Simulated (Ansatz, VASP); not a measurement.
# InSe in two plane-wave programs, part 2 of 2

Aim: how closely do two programs agree when they are given the same cell, functional and k mesh? The cell is taken from a series of runs on this material, whose earlier steps may have relaxed, scaled, displaced or heated it; both programs get it as it stands.

VASP 6.6.1 and Ansatz 0.2.0.

So far: The structure; Ansatz: relaxation of cell and atoms, PBEsol, pair 1.

### Step 3. VASP: relaxation of cell and atoms, PBEsol, pair 1

Level of this step: PBEsol; plane waves and PAW (In_d, Se) (VASP).

The same cell, functional and mesh now go to VASP, with its own data sets.

Lines of VASP's logs that name or quote its potential files are left out, and so is its time.

File INCAR:

```
SYSTEM = InSe
PREC = Accurate
ENCUT = 500
EDIFF = 1E-07
NELM = 120
ISMEAR = 0
SIGMA = 0.01
LREAL = .FALSE.
ALGO = Normal
GGA = PS
NBANDS = 25
LORBIT = 11
LWAVE = .FALSE.
LCHARG = .FALSE.
ISIF = 3
IBRION = 2
NSW = 80
EDIFFG = -0.005
LASPH = .TRUE.
GGA_COMPAT = .FALSE.
NELMIN = 4
EFERMI = MIDGAP
KPAR = 2
```

File POSCAR:

```
InSe
1.0
    2.0046430000      1.1573810000      8.4274070000
   -2.0046430000      1.1573810000      8.4274070000
    0.0000000000     -2.3147630000      8.4274070000
In Se
2 2
Direct
    0.0007530194      0.0007530194      0.0007530191
    0.1105868588      0.1105868588      0.1105868110
    0.6169053046      0.6169053046      0.6169050381
    0.8277551649      0.8277551649      0.8277548073
```

File KPOINTS:

```
Automatic mesh
0
Gamma
9 9 9
0 0 0
```

The projector-augmented-wave data sets are In_d and Se (PBE family, release 64).

On the command line:

```sh
> mpirun -np 2 vasp_std
```

Numbers of over 12 decimals in the logs are rounded to 6 here.

The program printed:

```text
[banner, memory and clock lines left out]
running    2 mpi-ranks, on    1 nodes
 distrk:  each k-point on    1 cores,    2 groups
 distr:  one band on    1 cores,    1 groups

 POSCAR found type information on POSCAR InSe
 POSCAR found :  2 types and       4 ions
|                                                                             |
|               ----> ADVICE to this user running VASP <----                  |
|                                                                             |
|     You enforced a specific xc type in the INCAR file but a different       |
|     [... a line on the potential file left out ...]
|     I HOPE YOU KNOW WHAT YOU ARE DOING!                                     |
|                                                                             |

 LDA part: xc-table for (Slater+PW92), standard interpolation
 POSCAR, INCAR and KPOINTS ok, starting setup
 FFT: planning ... GRIDC
 FFT: planning ... GRID_SOFT
 FFT: planning ... GRID
 WAVECAR not read
 entering main loop
       N       E                     dE             d eps       ncg     rms          rms(c)
DAV:   1     0.327560387436E+03    0.32756E+03   -0.17118E+04  4250   0.163E+03
DAV:   2     0.210618218150E+02   -0.30650E+03   -0.29969E+03  4418   0.394E+02
DAV:   3    -0.145548476806E+02   -0.35617E+02   -0.34936E+02  5524   0.146E+02
DAV:   4    -0.159990318032E+02   -0.14442E+01   -0.14415E+01  4878   0.318E+01
DAV:   5    -0.160637045670E+02   -0.64673E-01   -0.64665E-01  6813   0.622E+00    0.647E+00
DAV:   6    -0.156325508464E+02    0.43115E+00   -0.93908E-01  5770   0.168E+01    0.392E+00
DAV:   7    -0.156019467116E+02    0.30604E-01   -0.34126E-01  5996   0.465E+00    0.112E+00
DAV:   8    -0.155983644587E+02    0.35823E-02   -0.30709E-02  6421   0.202E+00    0.558E-01
DAV:   9    -0.155984537605E+02   -0.89302E-04   -0.48483E-03  5217   0.518E-01    0.142E-01
DAV:  10    -0.155984735359E+02   -0.19775E-04   -0.32263E-04  5836   0.138E-01    0.723E-02
DAV:  11    -0.155985335314E+02   -0.59996E-04   -0.12639E-04  5124   0.111E-01    0.217E-02
DAV:  12    -0.155985283514E+02    0.51800E-05   -0.17113E-05  6718   0.534E-02    0.127E-02
DAV:  13    -0.155985305595E+02   -0.22081E-05   -0.39375E-06  5281   0.121E-02    0.675E-03
DAV:  14    -0.155985310532E+02   -0.49370E-06   -0.12103E-06  4775   0.132E-02    0.165E-03
DAV:  15    -0.155985310945E+02   -0.41286E-07   -0.82198E-08  3786   0.239E-03
   1 F= -.15598531E+02 E0= -.15598531E+02  d E =-.155985E+02
 curvature:   0.00 expect dE= 0.000E+00 dE for cont linesearch  0.000E+00
 trial: gam= 0.00000 g(F)=  0.622E-04 g(S)=  0.646E-04 ort = 0.000E+00 (trialstep = 0.100E+01)
 search vector abs. value=  0.127E-03
 bond charge predicted
       N       E                     dE             d eps       ncg     rms          rms(c)
DAV:   1    -0.155992253504E+02   -0.69430E-03   -0.29003E-02  5382   0.242E+00    0.185E-01
DAV:   2    -0.155986646204E+02    0.56073E-03   -0.25514E-03  6041   0.739E-01    0.626E-02
DAV:   3    -0.155985643186E+02    0.10030E-03   -0.35966E-04  5695   0.294E-01    0.239E-02
DAV:   4    -0.155985587688E+02    0.55498E-05   -0.36530E-05  5906   0.445E-02    0.151E-02
DAV:   5    -0.155985561906E+02    0.25782E-05   -0.14434E-06  5488   0.166E-02    0.761E-03
DAV:   6    -0.155985549241E+02    0.12665E-05   -0.61302E-07  4793   0.930E-03    0.169E-03
DAV:   7    -0.155985550366E+02   -0.11251E-06   -0.14200E-07  2731   0.430E-03    0.815E-04
DAV:   8    -0.155985550001E+02    0.36557E-07   -0.30451E-08  2321   0.260E-03
   2 F= -.15598555E+02 E0= -.15598555E+02  d E =-.239056E-04
 trial-energy change:   -0.000024  1 .order   -0.000026   -0.000127    0.000075
 step:   0.6144(harm=  0.6274)  dis= 0.00053  next Energy=   -15.598570 (dE=-0.385E-04)
 bond charge predicted
       N       E                     dE             d eps       ncg     rms          rms(c)
DAV:   1    -0.155986675958E+02   -0.11256E-03   -0.42924E-03  5390   0.925E-01    0.716E-02
DAV:   2    -0.155985820721E+02    0.85524E-04   -0.38031E-04  6047   0.286E-01    0.241E-02
DAV:   3    -0.155985681402E+02    0.13932E-04   -0.52809E-05  5687   0.113E-01    0.930E-03
DAV:   4    -0.155985687328E+02   -0.59255E-06   -0.54167E-06  5941   0.172E-02    0.585E-03
DAV:   5    -0.155985691383E+02   -0.40553E-06   -0.20130E-07  4281   0.643E-03    0.274E-03
DAV:   6    -0.155985695321E+02   -0.39375E-06   -0.71784E-08  2495   0.347E-03    0.405E-04
DAV:   7    -0.155985695261E+02    0.59490E-08   -0.42220E-08  2287   0.298E-03
   3 F= -.15598570E+02 E0= -.15598570E+02  d E =-.384317E-04
 curvature:  -0.31 expect dE=-0.125E-05 dE for cont linesearch -0.105E-08
 trial: gam= 0.02620 g(F)=  0.219E-05 g(S)=  0.179E-05 ort = 0.651E-06 (trialstep = 0.923E+00)
 search vector abs. value=  0.410E-05
 reached required accuracy - stopping structural energy minimisation
```

From OUTCAR (step 3):

```text
ion  position               nearest neighbor table
   1  0.001  0.001  0.001-   3 2.64   3 2.64   3 2.64   2 2.78
   2  0.111  0.111  0.111-   4 2.64   4 2.64   4 2.64   1 2.78
   3  0.617  0.617  0.617-   1 2.64   1 2.64   1 2.64
   4  0.828  0.828  0.828-   2 2.64   2 2.64   2 2.64

  LATTYP: Found a trigonal (rhomboedric) cell.
 ALAT       =     8.7395259071
 COS(alpha) =     0.8947727041

 Subroutine GETGRP returns: Found  6 space group operations
 (whereof  6 operations were pure point group operations)

The static configuration has the point symmetry C_3v.

 Found     85 irreducible k-points:

   k-points           NKPTS =     85   k-points in BZ     NKDIM =     85   number of bands    NBANDS=     25

   dimension x,y,z NGX =    64 NGY =   64 NGZ =   64
   dimension x,y,z NGXF=   128 NGYF=  128 NGZF=  128

   ENCUT  =  500.0 eV  36.75 Ry    6.06 a.u.  15.93 15.93 15.93*2*pi/ulx,y,z

   NELECT =      38.0000    total number of electrons

 k-points in reciprocal lattice and weights: Automatic mesh
   0.00000000  0.00000000  0.00000000       0.001
   0.11111111 -0.00000000 -0.00000000       0.008
   0.22222222 -0.00000000 -0.00000000       0.008
   0.33333333 -0.00000000  0.00000000       0.008
   0.44444444 -0.00000000 -0.00000000       0.008
   0.11111111  0.11111111 -0.00000000       0.008
   0.22222222  0.11111111 -0.00000000       0.016
   0.33333333  0.11111111  0.00000000       0.016
   0.44444444  0.11111111 -0.00000000       0.016
[...]
0.44444444  0.44444444  0.44444444       0.003
  -0.44444444  0.44444444  0.44444444       0.008

 average (electrostatic) potential at core
       1 -97.0611       2 -97.0609       3 -54.0834       4 -54.0837

 E-fermi :   4.1026

 k-point     1 :       0.0000    0.0000    0.0000
  band No.  band energies     occupation
    ...
     15       2.3795      2.00000
     16       2.6404      2.00000
     17       2.6404      2.00000
     18       2.7239      2.00000
     19       2.7239      2.00000
     20       5.5449      0.00000
     21       5.9193      0.00000
     22       8.2199      0.00000
     23       8.2199      0.00000
     24       9.1497      0.00000
    ...

 k-point     2 :       0.1111   -0.0000   -0.0000
  band No.  band energies     occupation
    ...
     15       1.7578      2.00000
     16       2.3111      2.00000
     17       2.4806      2.00000
     18       2.5918      2.00000
     19       2.7828      2.00000
     20       5.8545      0.00000
     21       6.5231      0.00000
     22       7.5882      0.00000
     23       8.3425      0.00000
     24       8.8210      0.00000
    ...

 k-point     3 :       0.2222   -0.0000   -0.0000
  band No.  band energies     occupation
    ...
     15       0.6693      2.00000
     16       1.9483      2.00000
     17       2.1407      2.00000
     18       2.2675      2.00000
     19       2.9037      2.00000
     20       6.0016      0.00000
     21       6.1676      0.00000
     22       7.9014      0.00000
     23       8.1197      0.00000
     24       8.5452      0.00000
    ...

  Total       -0.0083944     -0.0083944     -0.0027136      0.0000000      0.0000000      0.0000000
  in kB       -0.1145359     -0.1145359     -0.0370253      0.0000000      0.0000000      0.0000000
  external PRESSURE =      -0.0886991 kB  Pullay stress =       0.0000000 kB

  energy-cutoff  :      500.00
  volume of cell :      117.43
      direct lattice vectors                 reciprocal lattice vectors
     2.005335254  1.157780673  8.429392984     0.249334868  0.143953533  0.039544174
    -2.005335254  1.157780673  8.429392984    -0.249334868  0.143953533  0.039544174
    -0.000000000 -2.315562346  8.429392984     0.000000000 -0.287907067  0.039544157

 POSITION                                       TOTAL-FORCE (eV/Angst)
 -----------------------------------------------------------------------------------
     -0.00000     -0.00000      0.01958        -0.000000     -0.000000      0.002203
     -0.00000      0.00000      2.79601         0.000000      0.000000     -0.002214
     -0.00000     -0.00000     15.59988         0.000000      0.000000     -0.004210
     -0.00000     -0.00000     20.93295        -0.000000     -0.000000      0.004221
 -----------------------------------------------------------------------------------
    total drift:                               -0.000000     -0.000530     -0.000768

  FREE ENERGIE OF THE ION-ELECTRON SYSTEM (eV)
  ---------------------------------------------------
  free  energy   TOTEN  =       -15.5985695261 eV

  energy  without entropy=      -15.5985695261  energy(sigma->0) =      -15.59856953

 reached required accuracy - stopping structural energy minimisation

 total charge
# of ion       s       p       d       tot
------------------------------------------
    1        0.859   0.675   9.885  11.418
    2        0.859   0.675   9.885  11.419
    3        1.475   2.321   0.023   3.820
    4        1.475   2.322   0.023   3.820
--------------------------------------------------
tot          4.667   5.993  19.816  30.476

[... 3 further parts left out ...]
```

The run keeps the 6 symmetry operations of its start, so it cannot find a distortion of lower symmetry.

### Step 4. Comparison

Known differences besides the potentials themselves: fixed occupations in Ansatz, narrow Gaussian smearing in VASP; the data sets hold 58 valence electrons in Ansatz (on its PAW soft_1 files) and 38 in VASP; the cutoff is 420 eV in Ansatz and 500 eV in VASP; Ansatz makes its cores anew for this functional, VASP keeps those of its PBE data sets; Ansatz adds a Pulay correction to the stress that steers its cell, VASP none. Total energies have different zeros and are not compared.

Both answers:

| quantity | Ansatz | VASP | difference |
| --- | --- | --- | --- |
| volume (Å³) | 117.32 | 117.43 | -0.09 % |
| edge a after relaxation, in the typed setting (Å) | 8.739 | 8.742 | -0.03 % |

### Step 5. Ansatz: relaxation of cell and atoms, PBEsol, pair 2

The relaxed volume is the usual yardstick between codes: in a stiff, nearly cubic crystal its relative difference is about their pressure difference at one cell divided by the bulk modulus.

The cell is taken from a series of runs on this material, whose earlier steps may have relaxed, scaled, displaced or heated it; both programs get it as it stands.

File input.yaml:

```yaml
crystal:
  lattice:
    - [2.0, 1.1547005384, 8.44]
    - [-2.0, 1.1547005384, 8.44]
    - [0.0, -2.3094010768, 8.44]
  atoms:
    - { symbol: In, position: [0.0, 0.0, 0.0] }
    - { symbol: In, position: [0.1114, 0.1114, 0.1114] }
    - { symbol: Se, position: [0.6165, 0.6165, 0.6165] }
    - { symbol: Se, position: [0.8281, 0.8281, 0.8281] }
kpoints:
  mp_grid: { grid: [9, 9, 9] }
hamiltonian:
  xc: pbesol
  pseudopotentials: { kind: paw, azcp: { folder: soft_1 }, xc_functional: pbe }
scf:
  occupations: { method: gaussian, width: 0.02 }
output:
  forces: true
  stress: true
  eigenvalues: true
relax:
  adjacent_minimum: "off"
  f_tol: 0.005
  max_steps: 80
  cell: { stress_tol: 0.05 }
```

On the command line:

```sh
> ansatz run input.yaml --threads 4 --pin off --max-ram 16384MiB --backend cpu --events-out ev --progress --plain --runs-dir out
```

The program printed:

```text
[...]
Crystal: 4 atoms, lattice volume = 116.948 Å³
Basis set: ecut = 420 eV, 2309 PW (Γ), FFT grids on a1−a3, a2−a3, a3, exchange–correlation on 54×54×120 points (8 copies of the dense FFT grid, shifted against one another)
Bands: 35, of which v1, the nominal top of the filled ones, is band 29 counted from 1 (28 counted from 0)
Symmetry: 6 space group operations
[...]
cell:  # Å, volume = 117.3164 Å³
    - [2.004643, 1.157381, 8.427407]
    - [-2.004643, 1.157381, 8.427407]
    - [0, -2.314763, 8.427407]
  atoms:
    - { symbol: In, position: [0.000753007, 0.000753007, 0.000753007] }
    - { symbol: In, position: [0.110587, 0.110587, 0.110587] }
    - { symbol: Se, position: [0.616905, 0.616905, 0.616905] }
    - { symbol: Se, position: [0.827755, 0.827755, 0.827755] }
[key lines of the parts left out:]
SCF converged after 5 iterations
Free energy (F): -21901.301091 eV
Fermi energy:    7.140906 eV
P = ⅓ Tr σ = -0.0049 GPa (-0.049 kbar)
```

### Step 6. VASP: relaxation of cell and atoms, PBEsol, pair 2

The same cell, functional, mesh and smearing now go to VASP, with its own data sets.

INCAR, as its differences from that of step 3:

```diff
@@ -6,3 +6,3 @@
 ISMEAR = 0
-SIGMA = 0.01
+SIGMA = 0.02
 LREAL = .FALSE.
```

File POSCAR:

```
InSe
1.0
    2.0000000000      1.1547010000      8.4400000000
   -2.0000000000      1.1547010000      8.4400000000
    0.0000000000     -2.3094010000      8.4400000000
In Se
2 2
Direct
    0.0000000000      0.0000000000      0.0000000000
    0.1113999839      0.1113999839      0.1114000322
    0.6164999110      0.6164999110      0.6165001780
    0.8280998805      0.8280998805      0.8281002391
```

KPOINTS is that of step 3.

On the command line:

```sh
> mpirun -np 2 vasp_std
```

The program printed:

```text
[banner, memory and clock lines left out]
running    2 mpi-ranks, on    1 nodes
[...]
[... a notice as in an earlier step ...]

 LDA part: xc-table for (Slater+PW92), standard interpolation
 POSCAR, INCAR and KPOINTS ok, starting setup
[...]
entering main loop
       N       E                     dE             d eps       ncg     rms          rms(c)
DAV:   1     0.328597087827E+03    0.32860E+03   -0.17099E+04  4250   0.162E+03
DAV:   2     0.221347854277E+02   -0.30646E+03   -0.30019E+03  4335   0.395E+02
DAV:   3    -0.144866567333E+02   -0.36621E+02   -0.35914E+02  5511   0.148E+02
DAV:   4    -0.159860047370E+02   -0.14993E+01   -0.14961E+01  4831   0.321E+01
[...]
DAV:  13    -0.155916834241E+02   -0.21994E-05   -0.39811E-06  5276   0.121E-02    0.626E-03
DAV:  14    -0.155916837827E+02   -0.35859E-06   -0.10517E-06  4898   0.128E-02    0.161E-03
DAV:  15    -0.155916838249E+02   -0.42204E-07   -0.76718E-08  3614   0.238E-03
   1 F= -.15591684E+02 E0= -.15591684E+02  d E =-.155917E+02
[... from here on, the cycles between the ionic steps are left out ...]
   2 F= -.15597488E+02 E0= -.15597488E+02  d E =-.580459E-02
   3 F= -.15597882E+02 E0= -.15597882E+02  d E =-.619864E-02
   9 F= -.15598451E+02 E0= -.15598451E+02  d E =-.395156E-05
  10 F= -.15598460E+02 E0= -.15598460E+02  d E =-.128790E-04
  11 F= -.15598465E+02 E0= -.15598465E+02  d E =-.177691E-04
  12 F= -.15598471E+02 E0= -.15598471E+02  d E =-.686349E-05
  13 F= -.15598485E+02 E0= -.15598485E+02  d E =-.208285E-04
  14 F= -.15598484E+02 E0= -.15598484E+02  d E =-.194994E-04
  15 F= -.15598490E+02 E0= -.15598490E+02  d E =-.250623E-04
  16 F= -.15598503E+02 E0= -.15598503E+02  d E =-.137056E-04
  17 F= -.15598505E+02 E0= -.15598505E+02  d E =-.158296E-04
  18 F= -.15598508E+02 E0= -.15598508E+02  d E =-.184418E-04
  19 F= -.15598510E+02 E0= -.15598510E+02  d E =-.230819E-05
 trial-energy change:   -0.000002  1 .order   -0.000002   -0.000004   -0.000000
 step:   1.2436(harm=  1.2436)  dis= 0.00075  next Energy=   -15.598510 (dE=-0.234E-05)
 reached required accuracy - stopping structural energy minimisation
```

OUTCAR, selected parts (step 6):

```text
  Total        0.0062566      0.0062566      0.0020491      0.0000000      0.0000000      0.0000000
  in kB        0.0854894      0.0854894      0.0279992      0.0000000      0.0000000      0.0000000
  external PRESSURE =       0.0663260 kB  Pullay stress =       0.0000000 kB

 POSITION                                       TOTAL-FORCE (eV/Angst)
 -----------------------------------------------------------------------------------
      0.00000      0.00000      0.01800         0.000000      0.000000      0.000386
      0.00000     -0.00000      2.79469         0.000000     -0.000000     -0.003373
      0.00000     -0.00000     15.57840        -0.000000      0.000000      0.001152
      0.00000     -0.00000     20.91303         0.000000      0.000000      0.001835
 -----------------------------------------------------------------------------------
    total drift:                               -0.000000      0.000520     -0.000301

  FREE ENERGIE OF THE ION-ELECTRON SYSTEM (eV)
  ---------------------------------------------------
  free  energy   TOTEN  =       -15.5985103341 eV

  energy  without entropy=      -15.5985103341  energy(sigma->0) =      -15.59851033

[... 2 parts as in an earlier step ...]

[... 2 further parts left out ...]
[key lines of the parts left out:]
E-fermi :   4.1183
```

### Step 7. Side by side

What differs besides the data sets and the points named for the pairs above, as far as they apply: the data sets hold 58 valence electrons in Ansatz (on its PAW soft_1 files) and 38 in VASP. Total energies have different zeros and are not compared.

The two programs side by side:

| quantity | Ansatz | VASP | difference |
| --- | --- | --- | --- |
| volume (Å³) | 117.32 | 117.26 | +0.05 % |
| edge a after relaxation, in the typed setting (Å) | 8.739 | 8.732 | +0.08 % |

### Step 8. Results

```
difference in volume (relaxation of cell and atoms, PBEsol, pair 1)                                        : -0.093 %
difference in edge a after relaxation, in the typed setting (relaxation of cell and atoms, PBEsol, pair 2) : 0.081 %
```

In words: The difference in volume is -0.093 % (relaxation of cell and atoms, PBEsol, pair 1), within the 1.2 % picked in this series as the mark of a large difference, as far as the stopping tolerances let one tell. The data sets hold unlike numbers of valence electrons (58 in Ansatz and 38 in VASP), so part of the differences comes from the potentials. How closely two codes agree says nothing of how well the functional describes the real material.

[Lines on the potential files, build, host, timing and source positions are cut from VASP's logs without a mark.]

[Logs are printed without paths, hosts, clocks, repeated set-up lines and the standing remarks that a program may print on its own settings, such as how far it seeks lower states.]

[Hosts, paths, dates, database ids (printed as entryN), source tags and the programs' standing remarks are cut or masked in the printed files.]
